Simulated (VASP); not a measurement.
Level of theory: LDA (Ceperley-Alder, Perdew-Zunger), VASP's LDA PAW potentials (set 64) (plane waves; VASP).

Input for VASP

**POSCAR**
```
CuAu
1
    2.8050667230     0.0000000000     0.0000000000
    0.0000000000     2.8050667230     0.0000000000
    0.0000000000     0.0000000000     3.5120530978
Cu Au
1 1
Direct
  0.0000000000   0.0000000000   0.0000000000
  0.5000000000   0.5000000000   0.5000000000
```

**KPOINTS**
```
K-points
0
Gamma
 14 14 12
```

INCAR:
```
LWAVE = .FALSE.
LCHARG = .TRUE.
ENCUT = 520   ! plane-wave cut-off (eV)
ISIF = 2   ! forces and stress, cell fixed
NEDOS = 601   ! DOS grid
PREC = Accurate
NELM = 100   ! most electronic steps
SYSTEM = CuAu
LMAXMIX = 6
EDIFF = 1E-7
ISMEAR = -5
ALGO = Normal   ! blocked Davidson
LORBIT = 11
LREAL = .FALSE.   ! projection in real space or not
LASPH = .TRUE.
```

POTCAR, in this order: Cu Au (LDA.64 set). Program: vasp_std.

The resulting files:

### OSZICAR
```
       N       E                     dE             d eps       ncg     rms          rms(c)
DAV:   1     0.128025254930E+03    0.12803E+03   -0.11492E+04  7963   0.216E+03
DAV:   2    -0.578610502621E+01   -0.13381E+03   -0.12835E+03  7700   0.339E+02
DAV:   3    -0.103591595570E+02   -0.45731E+01   -0.45120E+01  9500   0.729E+01
DAV:   4    -0.104066878690E+02   -0.47528E-01   -0.47539E-01  8636   0.628E+00
DAV:   5    -0.104080917176E+02   -0.14038E-02   -0.14038E-02 11497   0.118E+00    0.131E+01
DAV:   6    -0.972534926715E+01    0.68274E+00   -0.89373E+00  7787   0.917E+01    0.572E+00
DAV:   7    -0.936198226768E+01    0.36337E+00   -0.35050E+00  9249   0.976E+01    0.643E+00
DAV:   8    -0.927832649984E+01    0.83656E-01   -0.31502E-01  9942   0.166E+01    0.298E+00
DAV:   9    -0.926761393019E+01    0.10713E-01   -0.30002E-02 11776   0.435E+00    0.160E-01
DAV:  10    -0.926747205780E+01    0.14187E-03   -0.35721E-03  9763   0.791E-01    0.874E-02
DAV:  11    -0.926743021973E+01    0.41838E-04   -0.92436E-05 10717   0.143E-01    0.423E-02
DAV:  12    -0.926743672244E+01   -0.65027E-05   -0.58618E-06 11646   0.885E-02    0.398E-03
DAV:  13    -0.926744060160E+01   -0.38792E-05   -0.80897E-07 11379   0.259E-02    0.184E-03
DAV:  14    -0.926743877976E+01    0.18218E-05   -0.21902E-07  5270   0.178E-02    0.451E-04
DAV:  15    -0.926743910099E+01   -0.32123E-06   -0.31370E-08  4683   0.398E-03    0.208E-04
DAV:  16    -0.926743898645E+01    0.11454E-06   -0.12951E-08  4473   0.194E-03    0.931E-05
DAV:  17    -0.926743901131E+01   -0.24860E-07   -0.39915E-09  4375   0.134E-03
   1 F= -.92674390E+01 E0= -.92674390E+01  d E =0.000000E+00
```

File OUTCAR:
```
------------------------ aborting loop because EDIFF is reached ----------------------------------------
  FORCE on cell =-STRESS in cart. coord.  units (eV):
  Direction    XX          YY          ZZ          XY          YZ          ZX
  --------------------------------------------------------------------------------------
  Total       -0.0853334     -0.0853334      0.0812559      0.0000000      0.0000000      0.0000000
  in kB       -4.9474568     -4.9474568      4.7110543      0.0000000      0.0000000      0.0000000
  external PRESSURE =      -1.7279531 kB  Pullay stress =       0.0000000 kB
  volume of cell :       27.63
      direct lattice vectors                 reciprocal lattice vectors
     2.805066723  0.000000000  0.000000000     0.356497759  0.000000000  0.000000000
     0.000000000  2.805066723  0.000000000     0.000000000  0.356497759  0.000000000
     0.000000000  0.000000000  3.512053098     0.000000000  0.000000000  0.284733736
 POSITION                                       TOTAL-FORCE (eV/Angst)
 -----------------------------------------------------------------------------------
      0.00000      0.00000      0.00000         0.000000      0.000000      0.000000
      1.40253      1.40253      1.75603         0.000000      0.000000      0.000000
 -----------------------------------------------------------------------------------
    total drift:                                0.000000      0.000000     -0.000000
  FREE ENERGIE OF THE ION-ELECTRON SYSTEM (eV)
  ---------------------------------------------------
  free  energy   TOTEN  =        -9.2674390113 eV

  energy  without entropy=       -9.2674390113  energy(sigma->0) =       -9.26743901

 total charge

# of ion       s       p       d       tot
------------------------------------------
    1        0.403   0.361   9.235  10.000
    2        0.625   0.462   8.702   9.789
--------------------------------------------------
tot          1.029   0.823  17.937  19.789
```
(Selected blocks of OUTCAR.)

For a metal the tetrahedron method with Blöchl corrections gives inexact stress and forces.

The compound is CuAu in the L1_0 structure. It was relaxed first.
